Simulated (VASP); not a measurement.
GW runs with VASP on BaS (rock salt), on PBE orbitals with a Kohn-Sham gap of 2.20 eV on the mesh.

```cif
data_BaS
_chemical_formula_sum 'Ba1 S1'
_space_group_name_H-M_alt 'P 1'
_space_group_IT_number 1
_cell_length_a 4.51841
_cell_length_b 4.51841
_cell_length_c 4.51841
_cell_angle_alpha 60.000
_cell_angle_beta 60.000
_cell_angle_gamma 60.000
loop_
_space_group_symop_operation_xyz
  'x, y, z'
loop_
_atom_site_label
_atom_site_type_symbol
_atom_site_fract_x
_atom_site_fract_y
_atom_site_fract_z
_atom_site_occupancy
Ba1 Ba 0.00000 0.00000 0.00000 1
S1 S 0.50000 0.50000 0.50000 1
```

Settings: PREC = Normal, 500 eV cut-off, 4×4×4 Γ-centred mesh, Gaussian smearing of 0.010 eV, potentials Ba_sv_GW S_GW.

The mesh is coarse and the basis finite, so the quasiparticle values are not converged. Unless said otherwise, spin-orbit coupling is left out, though it shifts the bands of the heavy elements here.

```csv
run,level,NBANDS,ENCUTGW (eV),QP gap (eV),smallest direct QP gap (eV)
run 1,"G0W0@PBE, 1 step(s)",64,150,3.31,3.45
run 2,"G0W0@PBE, 1 step(s)",160,200,3.43,3.57
run 3,"evGW0@PBE, 4 step(s)",160,200,(withheld),(withheld)
```

Some entries are withheld; supply them.

- run 3, QP gap (eV): 3.72
- run 3, smallest direct QP gap (eV): 3.86

Left out are failed runs and those that VASP or the mesh makes unfit.

The compound is BaS in the rock salt structure. The cell was not relaxed at this level.
